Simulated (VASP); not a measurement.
Shape and ions are relaxed at each volume.

Data:

```
MnO2
1.0
    4.37624     0.00000     0.00000
    0.00000     4.37624     0.00000
    0.00000     0.00000     2.83503
Mn O
2 4
Direct
  0.00000   0.00000   0.00000
  0.50000   0.50000   0.50000
  0.30336   0.30336   0.00000
  0.80336   0.19664   0.50000
  0.19664   0.80336   0.50000
  0.69664   0.69664   0.00000
```
Starting moments (μB, in the order of the record's atoms Mn Mn O O O O): 2.4 -2.4 0.0 0.0 0.0 0.0.

Level of theory: PBEsol GGA, VASP's PBE PAW potentials (set 64) (plane waves; VASP). Settings: 520 eV cut-off, 7×7×11 Γ-centred mesh, first-order Methfessel-Paxton smearing of 0.10 eV, potentials Mn_pv O.

Give the energy at these volumes per atom, relative to the lowest: 8.49, 8.76, 9.03, 9.30, 9.57 Å³.

30.0, 7.5, 0.0, 5.2, 21.1 meV/atom. A third-order Birch-Murnaghan fit gives B0 = 247 GPa and B0′ = 4.7.

The compound is MnO2 in the rutile structure. It was relaxed first.
